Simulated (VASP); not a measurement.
Input:

```
Cu2ZnSiTe4
1.0
   -2.98854     2.98854     5.94642
    2.98854    -2.98854     5.94642
    2.98854     2.98854    -5.94642
Zn Si Cu Te
1 1 2 4
Direct
  0.00000   0.00000   0.00000
  0.50000   0.50000   0.00000
  0.75000   0.25000   0.50000
  0.25000   0.75000   0.50000
  0.38767   0.87147   0.00000
  0.12853   0.12853   0.51620
  0.87147   0.38767   0.00000
  0.61233   0.61233   0.48380
```

The numbers are results of PBEsol GGA, VASP's PBE PAW potentials (set 64) (plane waves; VASP), not measurements. Settings: 300 eV cut-off, 3×3×3 Γ-centred mesh, Fermi-Dirac smearing of 0.10 eV, potentials Zn Si Cu Te.

At this cut-off the stress carries a Pulay error, which pulls relaxed volumes low.

Problem. Which forces act on the atoms, in eV/Å?

Solution. 
```json
[
 {"atom": "Zn1", "Fx": "0.000", "Fy": "0.000", "Fz": "0.000"},
 {"atom": "Si2", "Fx": "0.000", "Fy": "0.000", "Fz": "0.000"},
 {"atom": "Cu3", "Fx": "0.000", "Fy": "0.000", "Fz": "0.000"},
 {"atom": "Cu4", "Fx": "0.000", "Fy": "0.000", "Fz": "0.000"},
 {"atom": "Te5", "Fx": "0.047", "Fy": "-0.047", "Fz": "0.121"},
 {"atom": "Te6", "Fx": "-0.047", "Fy": "-0.047", "Fz": "-0.121"},
 {"atom": "Te7", "Fx": "-0.047", "Fy": "0.047", "Fz": "0.121"},
 {"atom": "Te8", "Fx": "0.047", "Fy": "0.047", "Fz": "-0.121"}
]
```

Problem. Give the stress tensor in GPa (positive for a compressed cell).

Solution. 
```
-1.24   0.00   0.00
 0.00  -1.24   0.00
 0.00   0.00  -1.38
```
The pressure is its mean diagonal, -1.28 GPa.

The structure comes from a computed database's ZnCu2SiTe4 entry (I-42m); how it stands against other phases isn't given here. The cell was not relaxed at this level. The k-mesh is coarse (spacing up to 0.50 per Å, 2π included), so the numbers may not be converged in it.
